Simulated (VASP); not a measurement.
OSZICAR of a VASP run on ZnS (wurtzite):

File OSZICAR:
```
       N       E                     dE             d eps       ncg     rms          rms(c)
DAV:   1     0.204705670041E+03    0.20471E+03   -0.15256E+04   616   0.161E+03
DAV:   2     0.394755350795E+01   -0.20076E+03   -0.19532E+03   658   0.328E+02
DAV:   3    -0.141452268690E+02   -0.18093E+02   -0.18024E+02   736   0.104E+02
DAV:   4    -0.145163096074E+02   -0.37108E+00   -0.37086E+00   724   0.160E+01
DAV:   5    -0.145236223964E+02   -0.73128E-02   -0.73124E-02   750   0.214E+00    0.896E+00
DAV:   6    -0.136454136463E+02    0.87821E+00   -0.20277E+00   962   0.418E+01    0.708E+00
DAV:   7    -0.136760634892E+02   -0.30650E-01   -0.18042E+00   670   0.766E+00    0.318E+00
DAV:   8    -0.136624731776E+02    0.13590E-01   -0.13005E-01   824   0.487E+00    0.102E+00
DAV:   9    -0.136626694523E+02   -0.19627E-03   -0.17621E-02   858   0.274E+00    0.255E-01
DAV:  10    -0.136628944445E+02   -0.22499E-03   -0.19061E-03   700   0.403E-01    0.163E-01
DAV:  11    -0.136630987452E+02   -0.20430E-03   -0.15445E-04   726   0.814E-02    0.506E-02
DAV:  12    -0.136631601656E+02   -0.61420E-04   -0.76479E-05   706   0.564E-02    0.182E-02
DAV:  13    -0.136631605757E+02   -0.41011E-06   -0.32939E-06   646   0.134E-02
   1 F= -.13663161E+02 E0= -.13663860E+02  d E =0.279740E-02
```

### Question
Which electronic solver shows in the log?

### Answer
It is blocked Davidson (ALGO = Normal, or the opening steps of other solvers). The INCAR had ALGO = Normal.

### Question
Can the final energy be trusted as converged?

### Answer
The calculation finished and met its thresholds. It stopped with EDIFF = 1E-6, NELM = 100 (PBE GGA, plane waves, VASP's PBE PAW potentials (set 64)).

The compound is ZnS in the wurtzite structure, the high-temperature form. The cell was not relaxed at this level. The run is one of a series of settings (ISMEAR = 2, SIGMA = 0.3 against the base run), some of them coarse on purpose.
